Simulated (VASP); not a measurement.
Method: PBEsol GGA, VASP's PBE PAW potentials (set 64) (plane waves; VASP).

The input files of a VASP run:

KPOINTS:
```
K-points
0
G
 14 14 7
```

File POSCAR:
```
Pb
5.7103240
  0.6066793155   0.0000000000   0.0000000000
 -0.3033396577   0.5253996291   0.0000000000
  0.0000000000   0.0000000000   1.0000000563
Pb
2
Cartesian
 -0.0000003033   0.3502665946   0.2500000141
  0.3033399611   0.1751330346   0.7500000423
```

INCAR:
```
SYSTEM = Pb
PREC = Accurate; ENCUT = 400; LREAL = F
LASPH = T
EDIFF = 1E-7; NELM = 100; ALGO = Normal
LMAXMIX = 4
ISMEAR = -5
GGA = PS
ISIF = 2
LWAVE = F; LCHARG = T; LORBIT = 11
NEDOS = 601
```

POTCAR, in this order: Pb_d (PBE.64 set). Program: vasp_std.

Unless said otherwise, spin-orbit coupling is left out, though it shifts the bands of the heavy elements here.

What does the run give for the energy per atom (σ→0), band gap (on the k-mesh)?

```json
{
 "energy per atom (σ→0)": "-384.2 kJ/mol of atoms",
 "band gap (on the k-mesh)": "none (metal, semimetal or under 0.01 eV)"
}
```

### OSZICAR
```
...
DAV:   8    -0.796362704219E+01    0.43874E-03   -0.96086E-04  4534   0.501E-01    0.126E-02
DAV:   9    -0.796360649097E+01    0.20551E-04   -0.32943E-05  4476   0.967E-02    0.600E-03
DAV:  10    -0.796359887921E+01    0.76118E-05   -0.18270E-06  4470   0.158E-02    0.112E-03
DAV:  11    -0.796360128076E+01   -0.24015E-05   -0.37792E-07  3180   0.105E-02    0.286E-04
DAV:  12    -0.796360205869E+01   -0.77794E-06   -0.29979E-08  1830   0.316E-03    0.110E-04
DAV:  13    -0.796360216864E+01   -0.10994E-06   -0.68380E-09  1798   0.148E-03    0.367E-05
DAV:  14    -0.796360213076E+01    0.37874E-07   -0.19850E-09  1788   0.616E-04
   1 F= -.79636021E+01 E0= -.79636021E+01  d E =0.000000E+00
```

The structure comes from a measured Pb entry (P6_3/mmc) of the Crystallography Open Database, whose conditions weren't checked. It was relaxed first.
